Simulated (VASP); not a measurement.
Output of a VASP run:

OUTCAR:
```
 ion  position               nearest neighbor table
   1  0.499  0.999  0.003-  46 2.39  54 2.40  33 2.40  62 2.41
   2  0.754  0.247  0.996-  44 2.39  34 2.39  33 2.39  55 2.41
   3  0.750  0.002  0.252-  33 2.39  39 2.40  49 2.40  35 2.40
   4  0.001  0.999  0.001-  63 2.39  39 2.40  36 2.40  44 2.40
   5  0.249  0.250  0.002-  54 2.39  36 2.40  37 2.41  60 2.41
   6  0.498  0.503  0.996-  38 2.39  61 2.39  37 2.39  55 2.40
   7  0.750  0.751  0.002-  56 2.39  39 2.40  38 2.40  62 2.41
   8  0.253  0.003  0.251-  36 2.40  46 2.40  57 2.43  40 2.44
   9  0.516  0.266  0.246-  37 2.41  33 2.41  40 2.47
  10  0.731  0.481  0.248-  38 2.42  34 2.42  41 2.49
  11  0.500  0.003  0.497-  40 2.40  42 2.40  49 2.40  59 2.40
  12  0.739  0.261  0.505-  43 2.40  42 2.40  35 2.45
  13  0.751  0.999  0.748-  44 2.39  53 2.40  62 2.40  42 2.40
  14  0.000  0.500  0.003-  45 2.39  56 2.39  34 2.40  60 2.41
  15  0.249  0.750  0.001-  63 2.39  45 2.40  61 2.40  46 2.40
  16  0.998  0.250  0.252-  34 2.39  36 2.40  47 2.40  35 2.40
  17  0.252  0.500  0.252-  37 2.39  45 2.40  48 2.40  47 2.40
  18  0.500  0.747  0.251-  38 2.39  46 2.40  48 2.40  49 2.40
  19  0.998  0.002  0.500-  53 2.40  50 2.40  57 2.42  35 2.43
  20  0.253  0.250  0.498-  51 2.39  50 2.40  40 2.40  47 2.40
  21  0.515  0.486  0.502-  52 2.41  51 2.42  48 2.46
  22  0.750  0.747  0.498-  52 2.39  41 2.40  53 2.40  49 2.40
  23  0.250  1.000  0.750-  63 2.40  50 2.40  59 2.40  54 2.40
  24  0.498  0.248  0.754-  51 2.39  54 2.39  42 2.39  55 2.40
  25  0.752  0.503  0.754-  52 2.39  56 2.39  43 2.39  55 2.40
  26  0.996  0.746  0.252-  45 2.40  39 2.40  57 2.43  41 2.44
  27  0.997  0.500  0.497-  43 2.40  41 2.40  47 2.40  58 2.40
  28  0.253  0.748  0.499-  58 2.40  59 2.40  57 2.42  48 2.44
  29  0.002  0.250  0.748-  44 2.39  50 2.40  60 2.40  43 2.40
  30  0.249  0.501  0.748-  61 2.39  58 2.40  51 2.40  60 2.41
  31  0.500  0.752  0.747-  61 2.39  59 2.40  52 2.40  62 2.41
  32  0.000  0.750  0.749-  63 2.40  58 2.40  53 2.40  56 2.40
  33  0.628  0.125  0.123-   3 2.39   2 2.39   1 2.40   9 2.41
  34  0.875  0.372  0.124-   2 2.39  16 2.39  14 2.40  10 2.42
  35  0.868  0.132  0.379-  16 2.40   3 2.40  19 2.43  12 2.45
  36  0.124  0.125  0.127-   8 2.40  16 2.40   5 2.40   4 2.40
  37  0.375  0.379  0.123-   6 2.39  17 2.39   5 2.41   9 2.41
  38  0.623  0.624  0.124-   6 2.39  18 2.39   7 2.40  10 2.42
  39  0.875  0.876  0.127-   7 2.40   3 2.40  26 2.40   4 2.40
  40  0.384  0.135  0.370-  11 2.40  20 2.40   8 2.44   9 2.47
  41  0.865  0.615  0.370-  22 2.40  27 2.40  26 2.44  10 2.49
  42  0.622  0.125  0.627-  24 2.39  11 2.40  12 2.40  13 2.40
  43  0.875  0.378  0.627-  25 2.39  27 2.40  12 2.40  29 2.40
  44  0.878  0.123  0.871-   2 2.39  29 2.39  13 2.39   4 2.40
  45  0.126  0.625  0.128-  14 2.39  17 2.40  26 2.40  15 2.40
  46  0.375  0.874  0.128-   1 2.39  18 2.40   8 2.40  15 2.40
  47  0.126  0.375  0.375-  27 2.40  16 2.40  17 2.40  20 2.40
  48  0.383  0.617  0.379-  17 2.40  18 2.40  28 2.44  21 2.46
  49  0.625  0.875  0.375-   3 2.40  11 2.40  18 2.40  22 2.40
  50  0.127  0.125  0.623-  29 2.40  20 2.40  23 2.40  19 2.40
  51  0.376  0.373  0.627-  24 2.39  20 2.39  30 2.40  21 2.42
  52  0.627  0.624  0.626-  25 2.39  22 2.39  31 2.40  21 2.41
  53  0.875  0.873  0.623-  13 2.40  19 2.40  32 2.40  22 2.40
  54  0.373  0.123  0.879-  24 2.39   5 2.39   1 2.40  23 2.40
  55  0.626  0.375  0.876-  25 2.40  24 2.40   6 2.40   2 2.41
  56  0.877  0.627  0.878-  25 2.39   7 2.39  14 2.39  32 2.40
  57  0.125  0.875  0.375-  28 2.42  19 2.42   8 2.43  26 2.43
  58  0.124  0.625  0.622-  28 2.40  30 2.40  32 2.40  27 2.40
  59  0.375  0.877  0.622-  31 2.40  28 2.40  23 2.40  11 2.40
  60  0.125  0.376  0.875-  29 2.40   5 2.41  30 2.41  14 2.41
  61  0.373  0.628  0.872-   6 2.39  30 2.39  31 2.39  15 2.40
  62  0.625  0.875  0.875-  13 2.40   1 2.41   7 2.41  31 2.41
  63  0.125  0.874  0.875-   4 2.39  15 2.39  32 2.40  23 2.40
 Subroutine IBZKPT returns following result:
 Found      1 irreducible k-points:

 Following reciprocal coordinates:
            Coordinates               Weight
  0.000000  0.000000  0.000000      1.000000
 Subroutine IBZKPT_HF returns following result:
   k-points           NKPTS =      1   k-points in BZ     NKDIM =      1   number of bands    NBANDS=    158
   number of dos      NEDOS =    301   number of ions     NIONS =     63
   total plane-waves  NPLWV = 157464
   dimension x,y,z NGX =    54 NGY =   54 NGZ =   54
   dimension x,y,z NGXF=   108 NGYF=  108 NGZF=  108
   ions per type =              32  31
   PREC   = normal    normal or accurate (medium, high low for compatibility)
   ISTART =      1    job   : 0-new  1-cont  2-samecut
   ICHARG =      0    charge: 1-file 2-atom 10-const
...
```

OSZICAR:
```
       N       E                     dE             d eps       ncg     rms          rms(c)
DAV:   1    -0.334573108344E+03   -0.33457E+03   -0.16787E+01   632   0.108E+01    0.105E+01
DAV:   2    -0.334727387316E+03   -0.15428E+00   -0.55057E-01   684   0.126E+00    0.698E+00
DAV:   3    -0.334701613158E+03    0.25774E-01   -0.40693E-02   708   0.363E-01    0.404E+00
DAV:   4    -0.334687447158E+03    0.14166E-01   -0.11688E-02   720   0.194E-01    0.226E+00
DAV:   5    -0.334682513434E+03    0.49337E-02   -0.28666E-03   712   0.941E-02    0.126E+00
DAV:   6    -0.334680730622E+03    0.17828E-02   -0.72010E-04   684   0.513E-02    0.693E-01
DAV:   7    -0.334680108581E+03    0.62204E-03   -0.26584E-04   708   0.321E-02    0.374E-01
DAV:   8    -0.334679902226E+03    0.20636E-03   -0.90355E-05   700   0.189E-02    0.199E-01
DAV:   9    -0.334679835777E+03    0.66449E-04   -0.28552E-05   514   0.112E-02    0.108E-01
DAV:  10    -0.334679816200E+03    0.19576E-04   -0.13955E-05   394   0.790E-03    0.553E-02
DAV:  11    -0.334679811705E+03    0.44949E-05   -0.56625E-06   380   0.464E-03
   1 F= -.33467981E+03 E0= -.33467978E+03  d E =-.663436E-04  mag=     2.0000
```

### OUTCAR
```
------------------------ aborting loop because EDIFF is reached ----------------------------------------
  volume of cell :     1355.51
      direct lattice vectors                 reciprocal lattice vectors
    11.067109208  0.000000000  0.000000000     0.090357832  0.000000000  0.000000000
     0.000000000 11.067109208  0.000000000     0.000000000  0.090357832  0.000000000
     0.000000000  0.000000000 11.067109208     0.000000000  0.000000000  0.090357832
  FREE ENERGIE OF THE ION-ELECTRON SYSTEM (eV)
  ---------------------------------------------------
  free  energy   TOTEN  =      -334.6798117054 eV

  energy  without entropy=     -334.6797453617  energy(sigma->0) =     -334.67977853

  exchange ACFDT corr.  =         0.00000000  see jH, gK, PRB 81, 115126

 total charge

# of ion       s       p       d       tot
------------------------------------------
    1        1.081   1.259   0.164   2.505
    2        1.078   1.279   0.167   2.525
    3        1.076   1.272   0.167   2.514
    4        1.076   1.266   0.165   2.508
    5        1.081   1.257   0.164   2.501
    6        1.078   1.280   0.168   2.526
    7        1.081   1.259   0.164   2.504
    8        1.082   1.226   0.157   2.465
    9        1.115   1.027   0.117   2.259
   10        1.121   1.012   0.114   2.246
   11        1.076   1.267   0.165   2.508
   12        1.117   1.044   0.119   2.280
   13        1.081   1.259   0.165   2.505
   14        1.081   1.259   0.164   2.504
   15        1.076   1.264   0.165   2.505
   16        1.076   1.272   0.167   2.515
   17        1.076   1.272   0.167   2.515
   18        1.076   1.271   0.166   2.514
   19        1.083   1.232   0.158   2.472
   20        1.076   1.271   0.166   2.514
   21        1.124   1.028   0.116   2.267
   22        1.076   1.268   0.166   2.510
   23        1.076   1.264   0.165   2.505
   24        1.078   1.278   0.167   2.523
   25        1.078   1.280   0.168   2.525
   26        1.082   1.226   0.157   2.465
   27        1.076   1.267   0.166   2.509
   28        1.083   1.232   0.158   2.472
   29        1.081   1.260   0.165   2.506
   30        1.081   1.257   0.164   2.502
   31        1.081   1.258   0.164   2.503
   32        1.076   1.266   0.165   2.507
   33        1.013   1.515   0.000   2.528
   34        1.014   1.515   0.000   2.529
   35        1.016   1.494   0.000   2.511
   36        1.010   1.522   0.000   2.532
   37        1.013   1.515   0.000   2.528
   38        1.014   1.514   0.000   2.528
   39        1.010   1.523   0.000   2.532
   40        1.017   1.491   0.000   2.508
   41        1.018   1.488   0.000   2.505
   42        1.013   1.515   0.000   2.528
   43        1.013   1.515   0.000   2.529
   44        1.009   1.526   0.000   2.535
   45        1.010   1.523   0.000   2.533
   46        1.010   1.522   0.000   2.532
   47        1.009   1.522   0.000   2.531
   48        1.017   1.492   0.000   2.509
   49        1.009   1.521   0.000   2.530
   50        1.010   1.522   0.000   2.532
   51        1.013   1.515   0.000   2.528
   52        1.013   1.516   0.000   2.529
...
```
(Selected blocks of OUTCAR.)

POSCAR:
```
Ga32P31
1
   11.0671092084     0.0000000000     0.0000000000
    0.0000000000    11.0671092084     0.0000000000
    0.0000000000     0.0000000000    11.0671092084
Ga P
32 31
Direct
  0.4994462013   0.9986304246   0.0027052335
  0.7535223499   0.2470961675   0.9961354266
  0.7502071087   0.0016911477   0.2517352317
  0.0010901620   0.9990646138   0.0006998308
  0.2487123605   0.2500869006   0.0017993126
  0.4981591228   0.5031852221   0.9959980108
  0.7504768514   0.7511462269   0.0021265903
  0.2527786424   0.0031191918   0.2514767542
  0.5156494181   0.2659126829   0.2458725800
  0.7310420919   0.4807048857   0.2480532182
  0.4998613506   0.0029873645   0.4970381202
  0.7393960921   0.2612242853   0.5053034136
  0.7505872526   0.9986074265   0.7482123059
  0.0003026053   0.5004844882   0.0031321540
  0.2492836538   0.7500324846   0.0011129174
  0.9983203466   0.2497060696   0.2518747927
  0.2523579580   0.5003531418   0.2519947314
  0.4997947164   0.7474796156   0.2514775384
  0.9975482865   0.0022484971   0.4997628965
  0.2530801258   0.2498954618   0.4984719733
  0.5147237551   0.4856410000   0.5017354345
  0.7501234669   0.7468418031   0.4976501626
  0.2496023957   0.9996839428   0.7498292668
  0.4976870923   0.2484064770   0.7541846165
  0.7516152797   0.5026844763   0.7538238429
  0.9962481766   0.7463684463   0.2515822048
  0.9973846070   0.5001366804   0.4966434466
  0.2525450205   0.7477564469   0.4989199290
  0.0020063221   0.2499229153   0.7482480739
  0.2491996619   0.5010250916   0.7477501672
  0.4996401928   0.7518013615   0.7473809717
  0.0001696080   0.7495650509   0.7489447905
  0.6283421346   0.1252392248   0.1232703538
  0.8745210408   0.3716180511   0.1240594307
  0.8676278524   0.1322991270   0.3791604652
  0.1240489361   0.1250100557   0.1273130136
  0.3754949966   0.3785876735   0.1228178135
  0.6227050462   0.6243389171   0.1236481636
  0.8752267968   0.8761046392   0.1273698851
  0.3841493596   0.1346891382   0.3700042786
  0.8646612058   0.6149278989   0.3695041414
  0.6221528844   0.1254380510   0.6272414564
  0.8751691008   0.3783329843   0.6272560286
  0.8779212167   0.1226787938   0.8714563483
  0.1258932504   0.6246823154   0.1279707705
  0.3747645702   0.8737946614   0.1277279227
  0.1255849468   0.3746373754   0.3751003361
  0.3831366763   0.6171007655   0.3793981971
  0.6249898149   0.8747650082   0.3748124246
  0.1268181111   0.1252226274   0.6228294853
  0.3759443952   0.3726991081   0.6266460014
  0.6272082482   0.6244917229   0.6264876613
  0.8745657767   0.8731278808   0.6227222261
  0.3732463542   0.1231270191   0.8785562529
  0.6255634390   0.3749334288   0.8755976788
  0.8767976614   0.6268029921   0.8783333700
  0.1246071716   0.8748860217   0.3750104161
  0.1235637836   0.6246773284   0.6218648816
  0.3750472621   0.8771237946   0.6222023755
  0.1249325553   0.3760770821   0.8751195420
  0.3731593943   0.6277410411   0.8716164421
  0.6249662485   0.8752185642   0.8752015443
  0.1248564942   0.8741817173   0.8748901535
```

Q: Reconstruct the remaining input files.

A: This is not unique; one that fits is the input of the run itself, HSE06 screened hybrid, plane waves, VASP's PBE PAW potentials (set 64).

INCAR:
```
# general
SYSTEM    =  Ga32P31
PREC      =  Normal
ENCUT     =  400
LREAL     =  Auto
LASPH     =  .TRUE.
ISYM      =  0
NELECT    =  250.0

# electronic loop
EDIFF     =  1E-5
NELM      =  50
NELMIN    =  4
ALGO      =  Normal
LMAXMIX   =  4

# smearing
ISMEAR    =  0
SIGMA     =  0.05

# functional
GGA       =  PE
LHFCALC   =  .TRUE.
AEXX      =  0.25
HFSCREEN  =  0.2
PRECFOCK  =  Fast

# spin
ISPIN     =  2
MAGMOM    =  63*0.0317
NUPDOWN   =  2

# ions
ISIF      =  0

# output
LWAVE     =  .FALSE.
LCHARG    =  .FALSE.
LORBIT    =  10
```

**KPOINTS**
```
Automatic
0
G
1 1 1
0 0 0
```

POTCAR, in this order: Ga P (PBE.64 set). Program: vasp_gam. Read from the step before: WAVECAR.

The cell is charged, with a uniform compensating background. The supercell is sampled at Γ alone, which is coarse: total energies, pressure and levels can be off, energies of defects by several tenths of an eV.

The cell is a supercell with a defect, built from GaP (zinc blende): vac_P, charge +1. The cell's shape comes from a PBE relaxation.
